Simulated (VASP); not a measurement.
# Ga2GeO5 (Cmcm) in VASP: relaxation of cell and atoms with PBE

Aim: the relaxation of cell and atoms of Ga2GeO5 with PBE.

Program: VASP 6.6.1. These are calculated values, not measurements. Logs are shortened: lines on timing, memory, paths and dates and some standing lists are left out, and cuts for length are marked.

### Step 1. The structure

It takes space group Cmcm (No. 63, orthorhombic). The conventional cell has a = 3.716 Å, b = 9.908 Å, c = 9.717 Å, α = 90.00°, β = 90.00°, γ = 90.00°. Ga (site symmetry m) has 5 O at 1.92 to 2.14 Å as nearest neighbours. Ge (site symmetry m2m) has 6 O at 1.83 to 2.01 Å as nearest neighbours. Around O (site symmetry m) lie 1 Ge at 1.83 Å and 2 Ga at 1.92 to 1.94 Å. O (site symmetry m) has 2 Ga at 1.95 Å and 1 Ge at 2.01 Å as nearest neighbours. O (site symmetry m2m) has 2 Ge at 1.95 Å and 2 Ga at 2.14 Å as nearest neighbours.

The cell was built by a generator and needn't be a form met in nature.

### Step 2. Relaxation of cell and atoms, PBE

INCAR

```
PREC = Accurate ; ENCUT = 520
EDIFF = 1E-6 ; ISMEAR = 0
SIGMA = 0.03 ; LREAL = False
LASPH = True ; NELM = 120
ALGO = Normal ; ISIF = 3
LWAVE = False ; LCHARG = False
GGA = PE ; IBRION = 2
NSW = 90 ; EDIFFG = -0.01
KPAR = 8
```

KPOINTS

```
Automatic mesh
0
Gamma
  8 8 4
```

POSCAR

```
Ga2GeO5
1.0
    1.8580000000     -4.9540000000      0.0000000000
    1.8580000000      4.9540000000      0.0000000000
    0.0000000000      0.0000000000      9.7170000000
Ga Ge O
4 2 10
Direct
    0.1340331000      0.8659669000      0.9326438200
    0.1340331000      0.8659669000      0.5673561800
    0.8659669000      0.1340331000      0.4326438200
    0.8659669000      0.1340331000      0.0673561800
    0.8160072700      0.1839927300      0.7500000000
    0.1839927300      0.8160072700      0.2500000000
    0.9459023000      0.0540977000      0.8845837200
    0.9459023000      0.0540977000      0.6154162800
    0.6904521600      0.3095478400      0.9118555100
    0.6904521600      0.3095478400      0.5881444900
    0.0540977000      0.9459023000      0.3845837200
    0.0540977000      0.9459023000      0.1154162800
    0.3095478400      0.6904521600      0.0881444900
    0.3095478400      0.6904521600      0.4118555100
    0.7445498600      0.2554501400      0.2500000000
    0.2554501400      0.7445498600      0.7500000000
```

Potentials or basis: VASP PAW PBE potentials, release 64 (Ga_d, Ge_d, O).

Run with:

```
$ cat potpaw_PBE.64/Ga_d/POTCAR potpaw_PBE.64/Ge_d/POTCAR potpaw_PBE.64/O/POTCAR > POTCAR
$ mpirun -np 8 vasp_std > vasp.out
```

OUTCAR:

```text
PREC = Accurate
   ENCUT = 520
   EDIFF = 1E-6
   ISMEAR = 0
   LREAL = False
   LASPH = True
   NELM = 120
   ISIF = 3
   GGA = PE
   IBRION = 2
   NSW = 90
   EDIFFG = -0.01

 ion  position               nearest neighbor table
   1  0.134  0.866  0.933-   7 1.92  12 1.94   9 1.95   9 1.95  16 2.14  13 2.30
   2  0.134  0.866  0.567-   8 1.92  11 1.94  10 1.95  10 1.95  16 2.14  14 2.30
   3  0.866  0.134  0.433-  11 1.92   8 1.94  14 1.95  14 1.95  15 2.14  10 2.30
   4  0.866  0.134  0.067-  12 1.92   7 1.94  13 1.95  13 1.95  15 2.14   9 2.30
   5  0.816  0.184  0.750-   7 1.83   8 1.83  16 1.95  16 1.95  10 2.01   9 2.01
   6  0.184  0.816  0.250-  11 1.83  12 1.83  15 1.95  15 1.95  14 2.01  13 2.01
   7  0.946  0.054  0.885-   5 1.83   1 1.92   4 1.94
   8  0.946  0.054  0.615-   5 1.83   2 1.92   3 1.94
   9  0.690  0.310  0.912-   1 1.95   1 1.95   5 2.01   4 2.30
  10  0.690  0.310  0.588-   2 1.95   2 1.95   5 2.01   3 2.30
  11  0.054  0.946  0.385-   6 1.83   3 1.92   2 1.94
  12  0.054  0.946  0.115-   6 1.83   4 1.92   1 1.94
  13  0.310  0.690  0.088-   4 1.95   4 1.95   6 2.01   1 2.30
  14  0.310  0.690  0.412-   3 1.95   3 1.95   6 2.01   2 2.30
  15  0.745  0.255  0.250-   6 1.95   6 1.95   4 2.14   3 2.14
  16  0.255  0.745  0.750-   5 1.95   5 1.95   2 2.14   1 2.14

  LATTYP: Found a base centered orthorhombic cell.
 ALAT       =     3.7160000000
 B/A-ratio  =     2.6663078579
 C/A-ratio  =     2.6149085038

  Lattice vectors:

 A1 = (   1.8580000000,  -4.9540000000,   0.0000000000)
 A2 = (   1.8580000000,   4.9540000000,   0.0000000000)
 A3 = (   0.0000000000,   0.0000000000,   9.7170000000)

Analysis of symmetry for initial positions (statically):
=====================================================================
 Subroutine PRICEL returns:
 Original cell was already a primitive cell.

 Routine SETGRP: Setting up the symmetry group for a
 base centered orthorhombic supercell.

 Subroutine GETGRP returns: Found  8 space group operations
 (whereof  4 operations were pure point group operations)
 out of a pool of  8 trial point group operations.

The static configuration has the point symmetry C_2h.
 The point group associated with its full space group is D_2h.

Analysis of symmetry for dynamics (positions and initial velocities):
=====================================================================
 Subroutine PRICEL returns:
 Original cell was already a primitive cell.

 Routine SETGRP: Setting up the symmetry group for a
 base centered orthorhombic supercell.

 Subroutine GETGRP returns: Found  8 space group operations
 (whereof  4 operations were pure point group operations)
 out of a pool of  8 trial point group operations.

The dynamic configuration has the point symmetry C_2h.
 The point group associated with its full space group is D_2h.

 Subroutine INISYM returns: Found  8 space group operations
 (whereof  4 operations are pure point group operations),
 and found     1 'primitive' translations

----------------------------------------------------------------------------------------

                                     Primitive cell

  volume of cell :     178.8809

  direct lattice vectors                    reciprocal lattice vectors
     1.858000000 -4.954000000  0.000000000     0.269106566 -0.100928543  0.000000000
     1.858000000  4.954000000  0.000000000     0.269106566  0.100928543  0.000000000
     0.000000000  0.000000000  9.717000000     0.000000000  0.000000000  0.102912422

  length of vectors
     5.290962105  5.290962105  9.717000000     0.287410707  0.287410707  0.102912422

  position of ions in fractional coordinates (direct lattice)
     0.134033100  0.865966900  0.932643820
     0.134033100  0.865966900  0.567356180
     0.865966900  0.134033100  0.432643820
     0.865966900  0.134033100  0.067356180
     0.816007270  0.183992730  0.750000000
     0.183992730  0.816007270  0.250000000
[... 8 lines left out ...]
     0.744549860  0.255450140  0.250000000
     0.255450140  0.744549860  0.750000000

  ion indices of the primitive-cell ions
   primitive index   ion index
                 1           1
                 2           2
                 3           3
                 4           4
                 5           5
                 6           6
[... 8 lines left out ...]
                15          15
                16          16

----------------------------------------------------------------------------------------

 KPOINTS: Automatic mesh

Automatic generation of k-mesh.
 Grid dimensions read from file:
 generate k-points for:    8    8    4

 Generating k-lattice:

  Cartesian coordinates                     Fractional coordinates (reciprocal lattice)
     0.033638321 -0.012616068  0.000000000     0.125000000  0.000000000  0.000000000
     0.033638321  0.012616068  0.000000000     0.000000000  0.125000000  0.000000000
     0.000000000  0.000000000  0.025728105     0.000000000  0.000000000  0.250000000

  Length of vectors
     0.035926338  0.035926338  0.025728105

  Shift w.r.t. Gamma in fractional coordinates (k-lattice)
     0.000000000  0.000000000  0.000000000

 Subroutine IBZKPT returns following result:
 ===========================================

 Found     63 irreducible k-points:

 Following reciprocal coordinates:
            Coordinates               Weight
  0.000000  0.000000  0.000000      1.000000
  0.125000 -0.000000  0.000000      4.000000
  0.250000 -0.000000  0.000000      4.000000
  0.375000 -0.000000  0.000000      4.000000
  0.500000 -0.000000  0.000000      2.000000
  0.125000  0.125000  0.000000      2.000000
[... 16 lines left out ...]
  0.125000 -0.000000  0.250000      8.000000
  0.250000 -0.000000  0.250000      8.000000
 [... further k-points ...]
   k-points           NKPTS =     63   k-points in BZ     NKDIM =     63   number of bands    NBANDS=     84
   number of dos      NEDOS =    301   number of ions     NIONS =     16
   total plane-waves  NPLWV = 115200
   dimension x,y,z NGX =    40 NGY =   40 NGZ =   72
   dimension x,y,z NGXF=    80 NGYF=   80 NGZF=  144
   ions per type =               4   2  10
   NGX,Y,Z   is equivalent  to a cutoff of  12.57, 12.57, 12.32 a.u.
   NGXF,Y,Z  is equivalent  to a cutoff of  25.14, 25.14, 24.64 a.u.
 SYSTEM =  unknown system
   PREC   = accura    normal or accurate (medium, high low for compatibility)
   ISTART =      0    job   : 0-new  1-cont  2-samecut
   ICHARG =      2    charge: 1-file 2-atom 10-const
   ISPIN  =      1    spin polarized calculation?
   LNONCOLLINEAR =      F non collinear calculations
   LSORBIT =      F    spin-orbit coupling
   LASPH  =      T    aspherical Exc in radial PAW
   ENCUT  =  520.0 eV  38.22 Ry    6.18 a.u.   9.84  9.84 18.07*2*pi/ulx,y,z
   NELM   =    120;   NELMIN=  2; NELMDL= -5     # of ELM steps
   EDIFF  = 0.1E-05   stopping-criterion for ELM
   LREAL  =      F    real-space projection
   EDIFFG = -.1E-01   stopping-criterion for IOM
   NSW    =     90    number of steps for IOM
   IBRION =      2    ionic relax: 0-MD 1-quasi-New 2-CG
   NFREE  =      1    steps in history (QN), initial steepest desc. (CG)
   ISIF   =      3    stress and relaxation
   ISYM   =      2    0-nonsym 1-usesym 2-fastsym
   POTIM  = 0.5000    time-step for ionic-motion
   TEBEG  =    0.0;   TEEND  =   0.0 temperature during run
   PSTRESS=    0.0 pullay stress
   NELECT =     140.0000    total number of electrons
   NUPDOWN=      -1.0000    fix difference up-down
   EMIN   =  10.00;   EMAX   =-10.00  energy-range for DOS
   EFERMI =   0.00;   METHOD = LEGACY
   ISMEAR =     0;   SIGMA  =   0.03  broadening in eV -4-tet -1-fermi 0-gaus
   EFERMI_NEDOS =   21; number of points for ismear=-14 and -15
   IALGO  =     38    algorithm
   IMIX   =      4    mixing-type and parameters
     AMIX     =   0.40;   BMIX     =  1.00
     AMIX_MAG =   1.60;   BMIX_MAG =  1.00
  volume/ion in A,a.u.               =      11.18        75.45
  Fermi-wavevector in a.u.,A,eV,Ry     =   1.508677  2.850986 30.968297  2.276106
  Thomas-Fermi vector in A             =   2.619100
   LORBIT       =      0    0 simple, 1 ext, 2 COOP (PROOUT), +10 PAW based schemes
   GGA     = PE    functional components
   LHFCALC =     F    Hartree Fock is set to
   AEXX    =    0.0000 exact exchange contribution
   IVDW    =     0    specifies the selected vdW correction
   LEPSILON=     F    determine dielectric tensor
   LRPA    =     F    only Hartree local field effects (RPA)
 conjugate gradient relaxation of ions
 non-spin polarized calculation
 Gauss-broadening in eV      SIGMA  =   0.03
  energy-cutoff  :      520.00
  volume of cell :      178.88
 maximum number of plane-waves:      4840
   NGX = 19   NGY = 19   NGZ = 37

--------------------------------------- Ionic step        1  -------------------------------------------

 number of electron     140.0000012 magnetization

 Free energy of the ion-electron system (eV)
  ---------------------------------------------------
  ext. energy  EPLUGINS =         0.00000000
  ---------------------------------------------------
  free energy    TOTEN  =       -97.55974671 eV

  energy without entropy =      -97.55974671  energy(sigma->0) =      -97.55974671

------------------------ aborting loop because EDIFF is reached ----------------------------------------

  FORCE on cell =-STRESS in cart. coord.  units (eV):
  Direction    XX          YY          ZZ          XY          YZ          ZX
  --------------------------------------------------------------------------------------
  -------------------------------------------------------------------------------------
  Total        0.1461009      0.1251841      0.1795156      0.0000000      0.0000000      0.0000000
  in kB        1.3085779      1.1212326      1.6078625      0.0000000      0.0000000      0.0000000
  external PRESSURE =       1.3458910 kB  Pullay stress =       0.0000000 kB
[... 335 lines left out ...]
  energy  without entropy=      -97.5607963811  energy(sigma->0) =      -97.56079638

--------------------------------------- Ionic step        8  -------------------------------------------

 number of electron     140.0000008 magnetization

 Free energy of the ion-electron system (eV)
  ---------------------------------------------------
  ext. energy  EPLUGINS =         0.00000000
  ---------------------------------------------------
  free energy    TOTEN  =       -97.56088088 eV

  energy without entropy =      -97.56088088  energy(sigma->0) =      -97.56088088

 E-fermi :   3.1976     XC(G=0): -11.0286

 val. band max:        3.0267089385   @ k =   0.2500   0.2500   0.0000
 cond. band min:       5.3735510761   @ k =   0.0000   0.0000   0.0000
 fundamental gap:      2.3468421377
 Fermi energy:         3.1976127750

 k-point     1 :       0.0000    0.0000    0.0000
  band No.  band energies     occupation
      1     -20.4469      2.00000
      2     -20.4457      2.00000
      3     -20.4055      2.00000
      4     -20.4040      2.00000
      5     -20.2446      2.00000
      6     -20.2446      2.00000
[... 2029 lines left out ...]
     81      12.9015      0.00000
     82      13.0081      0.00000

 [... further k-points ...]

 [bands above 82 left out]

------------------------ aborting loop because EDIFF is reached ----------------------------------------

  FORCE on cell =-STRESS in cart. coord.  units (eV):
  Direction    XX          YY          ZZ          XY          YZ          ZX
  --------------------------------------------------------------------------------------
  -------------------------------------------------------------------------------------
  Total        0.0011944     -0.0374566     -0.0109583      0.0000000      0.0000000      0.0000000
  in kB        0.0106843     -0.3350508     -0.0980222      0.0000000      0.0000000      0.0000000
  external PRESSURE =      -0.1407962 kB  Pullay stress =       0.0000000 kB
[... 31 lines left out ...]
  FREE ENERGIE OF THE ION-ELECTRON SYSTEM (eV)
  ---------------------------------------------------
  free  energy   TOTEN  =       -97.5608808793 eV

  energy  without entropy=      -97.5608808793  energy(sigma->0) =      -97.56088088

 reached required accuracy - stopping structural energy minimisation
```

Run time: 7.7 min. Hardware: 8 MPI ranks of Intel Xeon Platinum 8559C (Emerald Rapids), shared host; peak memory 0.84 GiB.

What came out:

| Property | Result |
| --- | --- |
| Free energy | -97.5609 eV |
| Relaxed volume | 11.19 Å³/atom |
| Relaxed cell | a = 5.296 Å, b = 5.296 Å, c = 9.727 Å, α = 90.00°, β = 90.00°, γ = 138.97° |
| Space group after relaxing (to 0.05 Å) | Cmcm (No. 63) |
| Energy gained by relaxing | 0.1 meV/atom |
| Ionic steps | 8 |
| Pressure after relaxing | 0.0 GPa |
| Largest force after relaxing | 0.009 eV/Å |
| Band gap on the k mesh | 2.35 eV, indirect (least direct gap 2.47 eV) |

Forces on the atoms (eV/Å):
```
Ga   0.000  0.009 -0.002
Ga   0.000  0.009  0.002
Ga   0.000 -0.009 -0.002
Ga   0.000 -0.009  0.002
Ge   0.000  0.000  0.000
Ge   0.000  0.000  0.000
O    0.000  0.000  0.001
O    0.000  0.000 -0.001
O    0.000  0.002 -0.002
O    0.000  0.002  0.002
O    0.000  0.000  0.001
O    0.000  0.000 -0.001
O    0.000 -0.002  0.002
O    0.000 -0.002 -0.002
O    0.000  0.003  0.000
O    0.000 -0.003  0.000
```

Step by step:
```csv
step,energy change (eV),largest force (eV/Å),pressure (GPa),volume (Å³)
1,0.0000,0.0492,0.13,178.88
2,-0.0005,0.0317,-0.03,179.12
3,-0.0005,0.0340,-0.07,179.13
4,-0.0009,0.0141,-0.08,179.16
5,-0.0009,0.0201,-0.06,179.16
6,-0.0010,0.0124,0.08,179.05
7,-0.0010,0.0122,0.08,179.05
8,-0.0011,0.0092,-0.01,179.11
```

Final structure:
```
CELL_PARAMETERS angstrom
1.85604 -4.96044 0.00000
1.85604 4.96044 0.00000
0.00000 0.00000 9.72730
ATOMIC_POSITIONS crystal
Ga 0.13368 0.86632 0.93249
Ga 0.13368 0.86632 0.56751
Ga 0.86632 0.13368 0.43249
Ga 0.86632 0.13368 0.06752
Ge 0.81612 0.18388 0.75000
Ge 0.18388 0.81612 0.25000
O 0.94575 0.05425 0.88465
O 0.94575 0.05425 0.61535
O 0.69041 0.30959 0.91119
O 0.69041 0.30959 0.58881
O 0.05425 0.94575 0.38465
O 0.05425 0.94575 0.11535
O 0.30959 0.69041 0.08881
O 0.30959 0.69041 0.41119
O 0.74414 0.25586 0.25000
O 0.25586 0.74414 0.75000
```

A k mesh can miss the band edges. PBE gaps usually lie below the measured ones, often by a third to a half.
